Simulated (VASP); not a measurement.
Input:

```xyz
2
Lattice="1.8092 -3.1337 0.0000 1.8092 3.1337 0.0000 0.0000 0.0000 5.5691" Properties=species:S:1:pos:R:3 pbc="T T T"
Y      1.8092     1.0446     1.3923
Y      1.8092    -1.0446     4.1768
```

All values below come from optB86b-vdW, VASP's PBE PAW potentials (set 64) (plane waves; VASP). Settings: 520 eV cut-off, 13×13×8 Γ-centred mesh, tetrahedra with Blöchl corrections, potentials Y_sv.

Question: Estimate the energy per atom (σ→0), band gap (on the k-mesh) with the smallest direct gap where there is one.

Answer: 
The band gap (on the k-mesh) is none (metal, semimetal or under 0.01 eV) and the energy per atom (σ→0) is -4.075 eV/atom.

The absolute energy has meaning only against runs of the same code, potentials and settings.

The compound is Y in the hcp structure. It was relaxed first.
